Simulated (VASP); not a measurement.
# MoI (F-43m) in VASP: notebook

The runs below take MoI through single point, with HSE(alpha, omega).

Program: VASP 6.6.1. These are calculated values, not measurements. Logs are shortened: lines on timing, memory, paths and dates and some standing lists are left out, and cuts for length are marked.

### 1 The structure

It takes space group F-43m (No. 216, cubic). Conventional cell: a = 6.358 Å, b = 6.358 Å, c = 6.358 Å, α = 90.00°, β = 90.00°, γ = 90.00°. Around Mo (site symmetry -43m) lie 4 I at 2.75 Å. Around I (site symmetry -43m) lie 4 Mo at 2.75 Å.

The cell was built by a generator and needn't be a form met in nature.

### 2 Single point, HSE(alpha, omega)

Contents of POSCAR:

```
MoI
1.0
    0.0000000000      3.1788513800      3.1788513800
    3.1788513800      0.0000000000      3.1788513800
    3.1788513800      3.1788513800      0.0000000000
Mo I
1 1
Direct
    0.0000000000      0.0000000000      0.0000000000
    0.7500000000      0.7500000000      0.7500000000
```

Contents of INCAR.step1:

```
SYSTEM = MoI
PREC = Accurate ; ENCUT = 520
EDIFF = 1E-5 ; ISMEAR = -1
SIGMA = 0.05 ; LREAL = .False.
LASPH = .True. ; NELM = 100
ALGO = Normal ; ISIF = 2
LWAVE = .True. ; LCHARG = .False.
NBANDS = 18 ; GGA = PE
```

Contents of INCAR.step2:

```
SYSTEM = MoI
PREC = Accurate ; ENCUT = 520
EDIFF = 1E-6 ; ISMEAR = -1
SIGMA = 0.05 ; LREAL = .False.
LASPH = .True. ; NELM = 100
ALGO = Normal ; ISIF = 2
LWAVE = .False. ; LCHARG = .False.
GGA = PE ; LHFCALC = .True.
HFSCREEN = 0.2 ; AEXX = 0.1
PRECFOCK = Fast ; NBANDS = 18
ISTART = 1
```

Contents of KPOINTS:

```
regular mesh
0
Gamma
  4 4 4
  0 0 0
```

Potentials or basis: VASP PAW PBE potentials, release 64 (Mo_sv, I).

Launch:

```console
$ cat potpaw_PBE.64/Mo_sv/POTCAR potpaw_PBE.64/I/POTCAR > POTCAR
$ cp INCAR.step1 INCAR
$ mpirun -np 1 vasp_std > vasp.out
$ cp INCAR.step2 INCAR
$ mpirun -np 1 vasp_std > vasp.out
```

OUTCAR:

```text
SYSTEM = MoI
   PREC = Accurate
   ENCUT = 520
   EDIFF = 1E-6
   ISMEAR = -1
   LREAL = .False.
   LASPH = .True.
   NELM = 100
   ISIF = 2
   GGA = PE
   LHFCALC = .True.
   HFSCREEN = 0.2
   AEXX = 0.1
   PRECFOCK = Fast
   ISTART = 1

 ion  position               nearest neighbor table
   1  0.000  0.000  0.000-   2 2.75   2 2.75   2 2.75   2 2.75
   2  0.750  0.750  0.750-   1 2.75   1 2.75   1 2.75   1 2.75

  LATTYP: Found a face centered cubic cell.
 ALAT       =     6.3577027600

  Lattice vectors:

 A1 = (   0.0000000000,   3.1788513800,   3.1788513800)
 A2 = (   3.1788513800,   0.0000000000,   3.1788513800)
 A3 = (   3.1788513800,   3.1788513800,   0.0000000000)

Analysis of symmetry for initial positions (statically):
=====================================================================
 Subroutine PRICEL returns:
 Original cell was already a primitive cell.

 Routine SETGRP: Setting up the symmetry group for a
 face centered cubic supercell.

 Subroutine GETGRP returns: Found 24 space group operations
 (whereof 24 operations were pure point group operations)
 out of a pool of 48 trial point group operations.

The static configuration has the point symmetry T_d .

Analysis of symmetry for dynamics (positions and initial velocities):
=====================================================================
 Subroutine PRICEL returns:
 Original cell was already a primitive cell.

 Routine SETGRP: Setting up the symmetry group for a
 face centered cubic supercell.

 Subroutine GETGRP returns: Found 24 space group operations
 (whereof 24 operations were pure point group operations)
 out of a pool of 48 trial point group operations.

The dynamic configuration has the point symmetry T_d .

 Subroutine INISYM returns: Found 24 space group operations
 (whereof 24 operations are pure point group operations),
 and found     1 'primitive' translations

----------------------------------------------------------------------------------------

                                     Primitive cell

  volume of cell :      64.2452

  direct lattice vectors                    reciprocal lattice vectors
     0.000000000  3.178851380  3.178851380    -0.157289518  0.157289518  0.157289518
     3.178851380  0.000000000  3.178851380     0.157289518 -0.157289518  0.157289518
     3.178851380  3.178851380  0.000000000     0.157289518  0.157289518 -0.157289518

  length of vectors
     4.495574734  4.495574734  4.495574734     0.272433436  0.272433436  0.272433436

  position of ions in fractional coordinates (direct lattice)
     0.000000000  0.000000000  0.000000000
     0.750000000  0.750000000  0.750000000

  ion indices of the primitive-cell ions
   primitive index   ion index
                 1           1
                 2           2

----------------------------------------------------------------------------------------

 KPOINTS: regular mesh

Automatic generation of k-mesh.
 Grid dimensions read from file:
 generate k-points for:    4    4    4

 Generating k-lattice:

  Cartesian coordinates                     Fractional coordinates (reciprocal lattice)
    -0.039322379  0.039322379  0.039322379     0.250000000  0.000000000  0.000000000
     0.039322379 -0.039322379  0.039322379     0.000000000  0.250000000  0.000000000
     0.039322379  0.039322379 -0.039322379     0.000000000  0.000000000  0.250000000

  Length of vectors
     0.068108359  0.068108359  0.068108359

  Shift w.r.t. Gamma in fractional coordinates (k-lattice)
     0.000000000  0.000000000  0.000000000

 Subroutine IBZKPT returns following result:
 ===========================================

 Found      8 irreducible k-points:

 Following reciprocal coordinates:
            Coordinates               Weight
  0.000000  0.000000  0.000000      1.000000
  0.250000  0.000000  0.000000      8.000000
  0.500000  0.000000  0.000000      4.000000
  0.250000  0.250000  0.000000      6.000000
  0.500000  0.250000  0.000000     24.000000
 -0.250000  0.250000  0.000000     12.000000
  0.500000  0.500000  0.000000      3.000000
 -0.250000  0.500000  0.250000      6.000000
   k-points           NKPTS =      8   k-points in BZ     NKDIM =     64   number of bands    NBANDS=     18
   number of dos      NEDOS =    301   number of ions     NIONS =      2
   total plane-waves  NPLWV =  46656
   dimension x,y,z NGX =    36 NGY =   36 NGZ =   36
   dimension x,y,z NGXF=    72 NGYF=   72 NGZF=   72
   ions per type =               1   1
   NGX,Y,Z   is equivalent  to a cutoff of  13.31, 13.31, 13.31 a.u.
   NGXF,Y,Z  is equivalent  to a cutoff of  26.63, 26.63, 26.63 a.u.
 SYSTEM =  MoI
   PREC   = accura    normal or accurate (medium, high low for compatibility)
   ISTART =      1    job   : 0-new  1-cont  2-samecut
   ICHARG =      0    charge: 1-file 2-atom 10-const
   ISPIN  =      1    spin polarized calculation?
   LNONCOLLINEAR =      F non collinear calculations
   LSORBIT =      F    spin-orbit coupling
[... 112 lines left out ...]
      2     -30.0057      2.00000
      3     -29.9928      2.00000
      4     -29.9928      2.00000
      5      -9.3575      2.00000
      6      -0.3438      2.00000
      7       0.7650      2.00000
      8       0.7650      2.00000
      9       5.3376      1.99606
     10       5.3376      1.99606
     11       5.6471      1.01786
     12       7.1607      0.00000
     13       7.1608      0.00000
     14       8.4370      0.00000
     15      12.2048      0.00000
     16      12.2836      0.00000
     17      12.2836      0.00000
     18      14.7906      0.00000

 k-point     4 :       0.2500    0.2500    0.0000
  band No.  band energies     occupation
      1     -56.4062      2.00000
      2     -29.9991      2.00000
      3     -29.9931      2.00000
      4     -29.9931      2.00000
      5      -9.4833      2.00000
      6      -0.0944      2.00000
      7       0.7486      2.00000
      8       0.7486      2.00000
      9       4.6606      2.00000
     10       5.3699      1.99248
     11       7.2902      0.00000
     12       7.2902      0.00000
     13       7.3321      0.00000
     14       8.3753      0.00000
     15      10.3894      0.00000
     16      12.6128      0.00000
     17      12.6128      0.00000
     18      13.4216      0.00000

 k-point     5 :       0.5000    0.2500    0.0000
  band No.  band energies     occupation
      1     -56.4059      2.00000
      2     -30.0043      2.00000
      3     -29.9964      2.00000
      4     -29.9941      2.00000
      5      -9.2993      2.00000
      6      -0.2280      2.00000
      7       0.5561      2.00000
      8       0.8464      2.00000
      9       4.8126      2.00000
     10       5.4320      1.97420
     11       5.5050      1.89362
     12       6.7887      0.00000
     13       6.9743      0.00000
     14       9.8003      0.00000
     15      11.0699      0.00000
     16      12.4998      0.00000
     17      12.9640      0.00000
     18      14.7798      0.00000

 k-point     6 :      -0.2500    0.2500    0.0000
  band No.  band energies     occupation
      1     -56.4060      2.00000
      2     -30.0021      2.00000
      3     -29.9967      2.00000
      4     -29.9927      2.00000
      5      -9.3606      2.00000
      6      -0.0422      2.00000
      7       0.4147      2.00000
      8       0.7972      2.00000
      9       5.0037      2.00000
     10       5.2575      1.99920
     11       5.7770      0.14342
     12       6.8324      0.00000
     13       7.6407      0.00000
     14       9.5869      0.00000
     15      10.8152      0.00000
     16      12.0401      0.00000
     17      12.2839      0.00000
     18      15.0685      0.00000

 k-point     7 :       0.5000    0.5000    0.0000
  band No.  band energies     occupation
      1     -56.4058      2.00000
      2     -30.0073      2.00000
      3     -29.9954      2.00000
      4     -29.9954      2.00000
      5      -9.2382      2.00000
      6      -0.5429      2.00000
      7       0.9364      2.00000
      8       0.9364      2.00000
      9       4.7515      2.00000
     10       5.2594      1.99917
     11       5.6420      1.06871
     12       6.2724      0.00001
     13       6.2724      0.00001
     14       9.9618      0.00000
     15      10.9563      0.00000
     16      13.7384      0.00000
     17      14.7718      0.00000
     18      15.4419      0.00000

 k-point     8 :      -0.2500    0.5000    0.2500
  band No.  band energies     occupation
      1     -56.4058      2.00000
      2     -30.0037      2.00000
      3     -29.9991      2.00000
      4     -29.9952      2.00000
      5      -9.2384      2.00000
      6       0.0827      2.00000
      7       0.1330      2.00000
      8       0.9134      2.00000
      9       4.6606      2.00000
     10       5.0558      1.99999
     11       5.5601      1.71054
     12       6.4931      0.00000
     13       6.9968      0.00000
     14      11.0887      0.00000
     15      11.3051      0.00000
     16      11.7457      0.00000
     17      12.6103      0.00000
     18      16.2712      0.00000

------------------------ aborting loop because EDIFF is reached ----------------------------------------

  FORCE on cell =-STRESS in cart. coord.  units (eV):
  Direction    XX          YY          ZZ          XY          YZ          ZX
  --------------------------------------------------------------------------------------
  -------------------------------------------------------------------------------------
  Total       -3.2740660     -3.2740660     -3.2740660      0.0000000     -0.0000000      0.0000000
  in kB      -81.6502175    -81.6502175    -81.6502175      0.0000000     -0.0000000      0.0000000
  external PRESSURE =     -81.6502175 kB  Pullay stress =       0.0000000 kB

 VOLUME and BASIS-vectors are now :
 -----------------------------------------------------------------------------
  energy-cutoff  :      520.00
  volume of cell :       64.25
      direct lattice vectors                 reciprocal lattice vectors
     0.000000000  3.178851380  3.178851380    -0.157289518  0.157289518  0.157289518
     3.178851380  0.000000000  3.178851380     0.157289518 -0.157289518  0.157289518
     3.178851380  3.178851380  0.000000000     0.157289518  0.157289518 -0.157289518

 POSITION                                       TOTAL-FORCE (eV/Angst)
 -----------------------------------------------------------------------------------
      0.00000      0.00000      0.00000         0.000000      0.000000      0.000000
      4.76828      4.76828      4.76828        -0.000000     -0.000000     -0.000000
 -----------------------------------------------------------------------------------
    total drift:                                0.000001      0.000001      0.000001

  FREE ENERGIE OF THE ION-ELECTRON SYSTEM (eV)
  ---------------------------------------------------
  free  energy   TOTEN  =       -10.3000282717 eV

  energy  without entropy=      -10.2728656449  energy(sigma->0) =      -10.28644696
```

Run time: 4.3 min. Hardware: 1 thread of Intel Xeon Platinum 8559C (Emerald Rapids), shared host; peak memory 0.3 GiB.

Results:

- Free energy: -10.3000 eV
- Pressure: -8.2 GPa
- Band gap on the k mesh: none (metal or under the smearing width)

Caveat: the k mesh is coarse (spacing up to 0.43 Å⁻¹), so the values aren't converged, least of all with exact exchange; the PAW data sets were made with another functional, which shifts forces and pressure a little; an odd number of electrons without spin polarisation forces a metal; a magnetic or distorted state may lie lower.

### 3 Single point, HSE(alpha, omega)

POSCAR is that of step 2.

INCAR.step1 is that of step 2.

Changes to INCAR.step2 since step 2:

```diff
@@ -8,3 +8,3 @@
 GGA = PE ; LHFCALC = .True.
-HFSCREEN = 0.2 ; AEXX = 0.1
+HFSCREEN = 0.2 ; AEXX = 0.15
 PRECFOCK = Fast ; NBANDS = 18
```

KPOINTS is that of step 2.

Potentials or basis: VASP PAW PBE potentials, release 64 (Mo_sv, I).

Launch:

```console
$ cat potpaw_PBE.64/Mo_sv/POTCAR potpaw_PBE.64/I/POTCAR > POTCAR
$ cp INCAR.step1 INCAR
$ mpirun -np 1 vasp_std > vasp.out
$ cp INCAR.step2 INCAR
$ mpirun -np 1 vasp_std > vasp.out
```

Run time: 5.2 min. Hardware: 1 thread of Intel Xeon Platinum 8559C (Emerald Rapids), shared host; peak memory 0.3 GiB.

Results (log left out):

```yaml
Free_energy: -10.7780 eV
Pressure: -8.0 GPa
Band_gap_on_the_k_mesh: none (metal or under the smearing width)
```

Levels at points of the mesh, in eV from the Fermi level:
| k point | band 6 | band 7 | band 8 | band 9 | band 10 | band 11 | band 12 | band 13 | band 14 | band 15 |
| --- | --- | --- | --- | --- | --- | --- | --- | --- | --- | --- |
| (0.00, 0.00, 0.00) | -5.18 | -5.18 | -5.18 | -0.69 | -0.69 | 0.81 | 3.09 | 3.09 | 3.09 | 5.66 |
| (0.50, 0.00, 0.00) | -6.16 | -5.03 | -5.03 | -0.45 | -0.45 | 0.12 | 1.65 | 1.65 | 2.89 | 6.67 |
| (0.50, 0.50, 0.00) | -6.37 | -4.86 | -4.86 | -0.86 | -0.51 | -0.18 | 0.77 | 0.77 | 4.46 | 5.41 |

Caveat: the k mesh is coarse (spacing up to 0.43 Å⁻¹), so the values aren't converged, least of all with exact exchange; the PAW data sets were made with another functional, which shifts forces and pressure a little; an odd number of electrons without spin polarisation forces a metal; a magnetic or distorted state may lie lower. Spin-orbit coupling is left out, which matters for the levels of I.

### 4 Single point, HSE(alpha, omega)

POSCAR is that of step 3.

INCAR.step1 is that of step 3.

Changes to INCAR.step2 since step 3:

```diff
@@ -8,3 +8,3 @@
 GGA = PE ; LHFCALC = .True.
-HFSCREEN = 0.2 ; AEXX = 0.15
+HFSCREEN = 0.2 ; AEXX = 0.2
 PRECFOCK = Fast ; NBANDS = 18
```

KPOINTS is that of step 3.

Launch:

```console
$ cat potpaw_PBE.64/Mo_sv/POTCAR potpaw_PBE.64/I/POTCAR > POTCAR
$ cp INCAR.step1 INCAR
$ mpirun -np 1 vasp_std > vasp.out
$ cp INCAR.step2 INCAR
$ mpirun -np 1 vasp_std > vasp.out
```

Wall time 5 min (1 thread of Intel Xeon Platinum 8559C (Emerald Rapids), shared host); peak memory 0.3 GiB.

It converged, with:

| Property | Result |
| --- | --- |
| Free energy | -11.2913 eV |
| Pressure | -7.9 GPa |
| Band gap on the k mesh | none (metal or under the smearing width) |

Levels at points of the mesh, in eV from the Fermi level:
| k point | band 6 | band 7 | band 8 | band 9 | band 10 | band 11 | band 12 | band 13 | band 14 | band 15 |
| --- | --- | --- | --- | --- | --- | --- | --- | --- | --- | --- |
| (0.00, 0.00, 0.00) | -5.34 | -5.34 | -5.34 | -0.90 | -0.90 | 0.85 | 3.23 | 3.23 | 3.23 | 5.74 |
| (0.50, 0.00, 0.00) | -6.35 | -5.20 | -5.20 | -0.64 | -0.64 | 0.19 | 1.75 | 1.75 | 2.96 | 6.77 |
| (0.50, 0.50, 0.00) | -6.58 | -5.03 | -5.03 | -0.86 | -0.68 | -0.39 | 0.88 | 0.88 | 4.58 | 5.47 |

Caveat: the k mesh is coarse (spacing up to 0.43 Å⁻¹), so the values aren't converged, least of all with exact exchange; the PAW data sets were made with another functional, which shifts forces and pressure a little; an odd number of electrons without spin polarisation forces a metal; a magnetic or distorted state may lie lower.

### 5 Single point, HSE(alpha, omega)

POSCAR is that of step 4.

INCAR.step1 is that of step 4.

Changes to INCAR.step2 since step 4:

```diff
@@ -8,3 +8,3 @@
 GGA = PE ; LHFCALC = .True.
-HFSCREEN = 0.2 ; AEXX = 0.2
+HFSCREEN = 0.2 ; AEXX = 0.25
 PRECFOCK = Fast ; NBANDS = 18
```

KPOINTS is that of step 4.

Launch:

```console
$ cat potpaw_PBE.64/Mo_sv/POTCAR potpaw_PBE.64/I/POTCAR > POTCAR
$ cp INCAR.step1 INCAR
$ mpirun -np 1 vasp_std > vasp.out
$ cp INCAR.step2 INCAR
$ mpirun -np 1 vasp_std > vasp.out
```

Run time: 5.2 min. Hardware: 1 thread of Intel Xeon Platinum 8559C (Emerald Rapids), shared host; peak memory 0.3 GiB.

The run converged. Its results:

| Item | Value |
| --- | --- |
| Free energy | -11.8307 eV |
| Pressure | -7.8 GPa |
| Band gap on the k mesh | none (metal or under the smearing width) |

Levels at points of the mesh, in eV from the Fermi level:
| k point | band 7 | band 8 | band 9 | band 10 | band 11 | band 12 | band 13 | band 14 |
| --- | --- | --- | --- | --- | --- | --- | --- | --- |
| (0.00, 0.00, 0.00) | -5.51 | -5.51 | -1.13 | -1.13 | 0.89 | 3.37 | 3.37 | 3.37 |
| (0.50, 0.00, 0.00) | -5.39 | -5.39 | -0.84 | -0.84 | 0.26 | 1.85 | 1.85 | 3.02 |
| (0.50, 0.50, 0.00) | -5.20 | -5.20 | -0.87 | -0.86 | -0.62 | 0.99 | 0.99 | 4.69 |

Caveat: the k mesh is coarse (spacing up to 0.43 Å⁻¹), so the values aren't converged, least of all with exact exchange; the PAW data sets were made with another functional, which shifts forces and pressure a little; an odd number of electrons without spin polarisation forces a metal; a magnetic or distorted state may lie lower.

### 6 The reference run

An earlier run on the cell as given: functional PBE; potentials or basis VASP PAW PBE potentials, release 64 (Mo_sv, I); cutoff 520 eV; k mesh 7 × 7 × 7; occupations fermi-dirac, width 0.05 eV; no spin polarisation.

- Pressure: -7.4 GPa
- Band gap on the k mesh: none (metal or under the smearing width)

### 7 Summary

| level | k mesh | share of exact exchange | grid for exact exchange (PRECFOCK) | mesh quality | gap on the mesh (eV) | pressure (GPa) |
| --- | --- | --- | --- | --- | --- | --- |
| HSE(alpha, omega) | 4 × 4 × 4 | 0.1 | Fast | coarse | none | -8.2 |
| HSE(alpha, omega) | 4 × 4 × 4 | 0.15 | Fast | coarse | none | -8.0 |
| HSE(alpha, omega) | 4 × 4 × 4 | 0.2 | Fast | coarse | none | -7.9 |
| HSE(alpha, omega) | 4 × 4 × 4 | 0.25 | Fast | coarse | none | -7.8 |
| PBE | 7 × 7 × 7 | - | - | not flagged | none | -7.4 |

Alike in all rows: task single point; potentials or basis VASP PAW PBE potentials, release 64 (Mo_sv, I); no spin polarisation; cell as given; cutoff (eV) 520; smearing fermi-dirac 0.05 eV.

Caveats: some runs use coarse meshes; an odd number of electrons without spin polarisation forces a metal; a magnetic or distorted state may lie lower; the PAW data sets were made with another functional, which shifts forces and pressure a little (some runs).

Absolute energies hang on the potentials; compare differences alone.
